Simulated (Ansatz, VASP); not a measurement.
# ZnCuSCl: VASP beside Ansatz, part 2 of 2

Aim: how closely do two programs agree when they are given the same cell, functional and k mesh? The cell is generated by rule, not measured, and may not be a known phase. The cell is taken from a series of runs on this material, whose earlier steps may have relaxed, scaled, displaced or heated it; both programs get it as it stands.

VASP 6.6.1 and Ansatz 0.2.0.

So far. Step 2 (Ansatz: single point, PBE, pair 1): The run ends at a pressure of 0.98 GPa, with forces up to 1.3 eV/Å.

### 5. Ansatz: single point, PBE, pair 2

Level of this step: Ansatz beside VASP: Kohn-Sham DFT, plane waves, PBE (Ansatz).

With cell and atoms fixed, the geometry can't cause a difference; cores, projectors, grids and the points listed under the comparison can. The cell compared in this pair holds 166.02 Å³, against 158.34 Å³ for the pair before.

The cell is taken from a series of runs on this material, whose earlier steps may have relaxed, scaled, displaced or heated it; both programs get it as it stands.

input.yaml

```yaml
crystal:
  lattice:
    - [2.740269472, 2.740269472, 0.0]
    - [-2.8073758959, 2.8073758959, 0.0]
    - [0.0, 0.0, 10.7903493853]
  atoms:
    - { symbol: Cl, position: [0.5, 0.0, 0.6345600081] }
    - { symbol: Cl, position: [1.0, 0.5, 0.8824385806] }
    - { symbol: Cu, position: [0.0, 0.0, 0.4646634973] }
    - { symbol: Cu, position: [0.5, 0.5, 0.7274862276] }
    - { symbol: S, position: [0.5, 0.0, 0.1296820992] }
    - { symbol: S, position: [1.0, 0.5, 0.3794364046] }
    - { symbol: Zn, position: [0.0, 0.0, 0.0180536918] }
    - { symbol: Zn, position: [0.5, 0.5, 0.2636794908] }
kpoints:
  mp_grid: { grid: [8, 8, 4] }
hamiltonian:
  xc: pbe
scf:
  occupations: { method: gaussian, width: 0.02 }
output:
  forces: true
  stress: true
  eigenvalues: true
```

Launch:

```bash
> ansatz run input.yaml --threads 8 --pin off --max-ram 14336MiB --backend cpu --events-out ev --progress --plain --runs-dir out
```

Numbers of over 12 decimals in the logs are rounded to 6 here.

Output:

```text
[...]
Crystal: 8 atoms, lattice volume = 166.020 Å³
Basis set: ecut = 420 eV, 3293 PW (Γ), exchange–correlation on 54×54×150 points (8 copies of the dense FFT grid, shifted against one another)
Bands: 53, of which v1, the nominal top of the filled ones, is band 44 counted from 1 (43 counted from 0)
Symmetry: 4 space group operations
[...]
k-point 0: bands = [... 40 lower, 6.0173, 6.0310, 6.2825, 6.7245, 7.1924, 8.9847, 9.0658, 9.6670, ... 3 higher]
  k-point 1: bands = [... 40 lower, 6.0144, 6.0277, 6.1673, 6.7127, 7.4476, 8.8172, 9.0721, 9.5461, ... 3 higher]
  k-point 2: bands = [... 40 lower, 5.9959, 6.0385, 6.0520, 6.7006, 7.7720, 8.5271, 9.0865, 9.4847, ... 3 higher]
  k-point 74: bands = [... 40 lower, 5.4645, 5.5256, 5.6786, 5.8110, 9.2235, 9.5448, 9.5602, 10.3779, ... 3 higher]
[key lines of the parts left out:]
SCF converged after 10 iterations
Free energy (F): -23856.171745 eV
Fermi energy:    6.962267 eV
P = ⅓ Tr σ = 0.0003 GPa (0.003 kbar)
```

The run ends at a pressure of 0.00 GPa, with forces up to 8.7e-4 eV/Å.

### 6. VASP: single point, PBE, pair 2

The same cell, functional, mesh and smearing now go to VASP, with its own data sets.

INCAR

```
SYSTEM = ZnCuSCl
PREC = Accurate
ENCUT = 600
EDIFF = 1E-06
NELM = 120
ISMEAR = 0
SIGMA = 0.02
LREAL = .FALSE.
ALGO = Normal
GGA = PE
NBANDS = 44
LASPH = .TRUE.
LORBIT = 11
LWAVE = .FALSE.
LCHARG = .FALSE.
ISIF = 2
GGA_COMPAT = .FALSE.
EFERMI = MIDGAP
KPAR = 2
```

POSCAR

```
ZnCuSCl
1.0
    2.7402694720      2.7402694720      0.0000000000
   -2.8073758959      2.8073758959      0.0000000000
    0.0000000000      0.0000000000     10.7903493853
Cl Cu S Zn
2 2 2 2
Direct
    0.5000000000      0.0000000000      0.6345600081
    0.0000000000      0.5000000000      0.8824385806
    0.0000000000      0.0000000000      0.4646634973
    0.5000000000      0.5000000000      0.7274862276
    0.5000000000      0.0000000000      0.1296820992
    0.0000000000      0.5000000000      0.3794364046
    0.0000000000      0.0000000000      0.0180536918
    0.5000000000      0.5000000000      0.2636794908
```

KPOINTS

```
Automatic mesh
0
Gamma
8 8 4
0 0 0
```

Potentials, in the order of the species: Cl, Cu, S and Zn (PBE family, release 64).

Launch:

```bash
> mpirun -np 2 vasp_std
```

Output:

```text
[... set-up lines as in an earlier step ...]
 entering main loop
       N       E                     dE             d eps       ncg     rms          rms(c)
DAV:   1     0.697414042129E+03    0.69741E+03   -0.34883E+04  6600   0.220E+03
DAV:   2     0.933660432489E+02   -0.60405E+03   -0.58479E+03  6612   0.478E+02
DAV:   3    -0.190719992500E+02   -0.11244E+03   -0.11013E+03  8520   0.206E+02
DAV:   4    -0.277862064218E+02   -0.87142E+01   -0.86508E+01  9616   0.570E+01
[...]
DAV:  15    -0.262301291297E+02   -0.38595E-05   -0.25331E-05  9012   0.868E-02    0.163E-02
DAV:  16    -0.262301297492E+02   -0.61952E-06   -0.10834E-05 10220   0.338E-02    0.495E-03
DAV:  17    -0.262301297111E+02    0.38057E-07   -0.13597E-06  4608   0.159E-02
   1 F= -.26230130E+02 E0= -.26230130E+02  d E =-.892094E-64
```

From OUTCAR (step 6):

```text
  Total        0.1255808      0.1255808      0.0878709     -0.0329510      0.0000000      0.0000000
  in kB        1.2119210      1.2119210      0.8480005     -0.3179951      0.0000000      0.0000000
  external PRESSURE =       1.0906142 kB  Pullay stress =       0.0000000 kB

 POSITION                                       TOTAL-FORCE (eV/Angst)
 -----------------------------------------------------------------------------------
      1.37013      1.37013      6.84712        -0.000000     -0.000000     -0.009961
     -1.40369      1.40369      9.52182         0.000000      0.000000     -0.004325
      0.00000      0.00000      5.01388         0.000000      0.000000      0.014505
     -0.03355      2.77382      7.84983         0.000000      0.000000      0.008452
      1.37013      1.37013      1.39932        -0.000000     -0.000000      0.001953
     -1.40369      1.40369      4.09425         0.000000      0.000000     -0.004536
      0.00000      0.00000      0.19481         0.000000      0.000000     -0.003009
     -0.03355      2.77382      2.84519         0.000000      0.000000     -0.003078
 -----------------------------------------------------------------------------------
    total drift:                                0.000000     -0.000000     -0.000987

  FREE ENERGIE OF THE ION-ELECTRON SYSTEM (eV)
  ---------------------------------------------------
  free  energy   TOTEN  =       -26.2301297111 eV

  energy  without entropy=      -26.2301297111  energy(sigma->0) =      -26.23012971

[... 3 further parts left out ...]
[key lines of the parts left out:]
E-fermi :   3.5482
```

The run ends at a pressure of 0.11 GPa, with forces up to 0.015 eV/Å.

### 7. Side by side

What differs besides the data sets and the points named for the pairs above, as far as they apply: the data sets hold 88 valence electrons in Ansatz (on its default PAW (the set named soft_2) files) and 72 in VASP. Total energies have different zeros and are not compared.

The two programs side by side:

```
              quantity  Ansatz   VASP  difference
        pressure (GPa)    0.00   0.11       -0.11
gap on the k mesh (eV)   0.461  0.472      -0.010
```

At this near-relaxed geometry the largest component of a force difference is 14 meV/Å. A gap on the mesh is an upper bound, since the band edges may lie between its points.

### 8. VASP: single point, PBE, pair 3

With cell and atoms fixed, the geometry can't cause a difference; cores, projectors, grids and the points listed under the comparison can.

INCAR is that of step 6.

POSCAR

```
ZnCuSCl
1.0
    2.7402694720      2.7402694720      0.0000000000
   -2.8073758959      2.8073758959      0.0000000000
    0.0000000000      0.0000000000     10.7903493853
Cl Cu S Zn
2 2 2 2
Direct
    0.5469275648      0.0000000000      0.6345600081
    0.0380521385      0.5000000000      0.8824385806
    0.9853906076      0.0000000000      0.4646634973
    0.4174263071      0.5000000000      0.7274862276
    0.5182973159      0.0000000000      0.1296820992
    0.0145436148      0.5000000000      0.3794364046
    0.0182872585      0.0000000000      0.0180536918
    0.5139884470      0.5000000000      0.2636794908
```

KPOINTS is that of step 6.

Launch:

```bash
> mpirun -np 2 vasp_std
```

Output:

```text
[... set-up lines as in an earlier step ...]
 entering main loop
       N       E                     dE             d eps       ncg     rms          rms(c)
DAV:   1     0.698728376019E+03    0.69873E+03   -0.34705E+04  7920   0.220E+03
DAV:   2     0.945174557568E+02   -0.60421E+03   -0.58426E+03  7932   0.479E+02
DAV:   3    -0.186729313657E+02   -0.11319E+03   -0.11068E+03 10116   0.207E+02
DAV:   4    -0.277712390624E+02   -0.90983E+01   -0.90293E+01 11472   0.578E+01
[...]
DAV:  15    -0.262177132855E+02   -0.44446E-05   -0.36905E-05 10692   0.890E-02    0.164E-02
DAV:  16    -0.262177138032E+02   -0.51770E-06   -0.11740E-05 11600   0.331E-02    0.587E-03
DAV:  17    -0.262177138141E+02   -0.10841E-07   -0.16780E-06  6016   0.172E-02
   1 F= -.26217714E+02 E0= -.26217714E+02  d E =-.163244E-49
```

From OUTCAR (step 8):

```text
  Total        0.0710679      0.0710679      0.5461061      0.6352135      0.0669030      0.0669029
  in kB        0.6858432      0.6858432      5.2702145      6.1301482      0.6456491      0.6456488
  external PRESSURE =       2.2139670 kB  Pullay stress =       0.0000000 kB

 POSITION                                       TOTAL-FORCE (eV/Angst)
 -----------------------------------------------------------------------------------
      1.49873      1.49873      6.84712        -0.046345     -0.046345      0.123892
     -1.29941      1.50796      9.52182        -0.176798     -0.176798      0.270206
      2.70024      2.70024      5.01388        -0.013821     -0.013821      0.019946
     -0.25983      2.54755      7.84983         0.162548      0.162548     -0.384984
      1.42027      1.42027      1.39932         0.015797      0.015797     -0.014140
     -1.36383      1.44354      4.09425         0.018914      0.018914     -0.034576
      0.05011      0.05011      0.19481         0.022593      0.022593      0.013197
      0.00478      2.81215      2.84519         0.017113      0.017113      0.006460
 -----------------------------------------------------------------------------------
    total drift:                               -0.000196     -0.000196     -0.000955

  FREE ENERGIE OF THE ION-ELECTRON SYSTEM (eV)
  ---------------------------------------------------
  free  energy   TOTEN  =       -26.2177138141 eV

  energy  without entropy=      -26.2177138141  energy(sigma->0) =      -26.21771381

[... 1 part as in an earlier step ...]

[... 2 further parts left out ...]
[key lines of the parts left out:]
E-fermi :   3.5251
```

The run ends at a pressure of 0.22 GPa, with forces up to 0.45 eV/Å.

### 9. Ansatz: single point, PBE, pair 3

The same cell, functional, mesh and smearing now go to Ansatz, which takes its cutoff from its data sets.

The cell is taken from a series of runs on this material, whose earlier steps may have relaxed, scaled, displaced or heated it; both programs get it as it stands.

input.yaml, the sections that differ from step 5:

```yaml
crystal:
  lattice:
    - [2.740269472, 2.740269472, 0.0]
    - [-2.8073758959, 2.8073758959, 0.0]
    - [0.0, 0.0, 10.7903493853]
  atoms:
    - { symbol: Cl, position: [0.5469275648, 0.0, 0.6345600081] }
    - { symbol: Cl, position: [1.0380521385, 0.5, 0.8824385806] }
    - { symbol: Cu, position: [-0.0146093924, 0.0, 0.4646634973] }
    - { symbol: Cu, position: [0.4174263071, 0.5, 0.7274862276] }
    - { symbol: S, position: [0.5182973159, 0.0, 0.1296820992] }
    - { symbol: S, position: [1.0145436148, 0.5, 0.3794364046] }
    - { symbol: Zn, position: [0.0182872585, 0.0, 0.0180536918] }
    - { symbol: Zn, position: [0.513988447, 0.5, 0.2636794908] }
# kpoints, hamiltonian, scf, output: as in step 5
```

Launch:

```bash
> ansatz run input.yaml --threads 8 --pin off --max-ram 14336MiB --backend cpu --events-out ev --progress --plain --runs-dir out
```

Output:

```text
[...]
Crystal: 8 atoms, lattice volume = 166.020 Å³
Basis set: ecut = 420 eV, 3293 PW (Γ), exchange–correlation on 54×54×150 points (8 copies of the dense FFT grid, shifted against one another)
Bands: 53, of which v1, the nominal top of the filled ones, is band 44 counted from 1 (43 counted from 0)
Symmetry: 2 space group operations
[...]
k-point 0: bands = [... 40 lower, 5.8685, 5.9138, 6.5089, 6.7364, 7.1395, 8.9656, 9.0658, 9.6240, ... 3 higher]
  k-point 1: bands = [... 40 lower, 5.8674, 5.9293, 6.3808, 6.7198, 7.4243, 8.8074, 9.0651, 9.5355, ... 3 higher]
  k-point 2: bands = [... 40 lower, 5.8653, 5.9454, 6.2901, 6.7026, 7.7610, 8.5174, 9.0864, 9.4923, ... 3 higher]
  k-point 89: bands = [... 40 lower, 5.4414, 5.5246, 5.6421, 5.7272, 9.1530, 9.4947, 9.5739, 10.3770, ... 3 higher]
[key lines of the parts left out:]
SCF converged after 10 iterations
Free energy (F): -23856.161137 eV
Fermi energy:    6.938429 eV
P = ⅓ Tr σ = 0.1157 GPa (1.157 kbar)
```

The run ends at a pressure of 0.12 GPa, with forces up to 0.44 eV/Å.

### 10. Side by side

What differs besides the data sets and the points named for the pairs above, as far as they apply: the data sets hold 88 valence electrons in Ansatz (on its default PAW (the set named soft_2) files) and 72 in VASP. Total energies have different zeros and are not compared.

Compared:

```
              quantity  Ansatz   VASP  difference
        pressure (GPa)    0.12   0.22       -0.11
gap on the k mesh (eV)   0.403  0.412      -0.009
```

Forces (eV/Å; atoms numbered as in POSCAR):

```
atom         Ansatz x, y, z           VASP x, y, z
 Cl1  -0.047, -0.047, 0.129  -0.046, -0.046, 0.124
 Cl2  -0.167, -0.167, 0.265  -0.177, -0.177, 0.270
 Cu3  -0.016, -0.016, 0.007  -0.014, -0.014, 0.020
 Cu4   0.158, 0.158, -0.378   0.163, 0.163, -0.385
  S5   0.015, 0.015, -0.015   0.016, 0.016, -0.014
  S6   0.017, 0.017, -0.030   0.019, 0.019, -0.035
 Zn7    0.022, 0.022, 0.014    0.023, 0.023, 0.013
 Zn8    0.018, 0.018, 0.008    0.017, 0.017, 0.006
```

The forces differ by 4.8 meV/Å r.m.s., which is 3.9 % of the r.m.s. force of 0.123 eV/Å (both taken over all components). A gap on the mesh is an upper bound, since the band edges may lie between its points.

### 11. What came out

```
r.m.s. force difference (single point, PBE, pair 1)         : 1.3 % of the r.m.s. force
difference in gap on the k mesh (single point, PBE, pair 2) : -0.010 eV
r.m.s. force difference (single point, PBE, pair 3)         : 4.8 meV/Å
```

**Reading.** The r.m.s. force difference is 1.3 % of the r.m.s. force (single point, PBE, pair 1), within the 3 % picked in this series as the mark of a large difference. The data sets hold unlike numbers of valence electrons (88 in Ansatz and 72 in VASP), so part of the differences comes from the potentials. 4 further runs of this series are not shown here. Such differences can come from data sets, numerical settings and the points named under the comparisons, not from the functional's error against experiment.

[Lines on the potential files, build, host, timing and source positions are cut from VASP's logs without a mark.]

[Logs are printed without paths, hosts, clocks, repeated set-up lines and the standing remarks that a program may print on its own settings, such as how far it seeks lower states.]

[Hosts, paths, dates, database ids (printed as entryN), source tags and the programs' standing remarks are cut or masked in the printed files.]
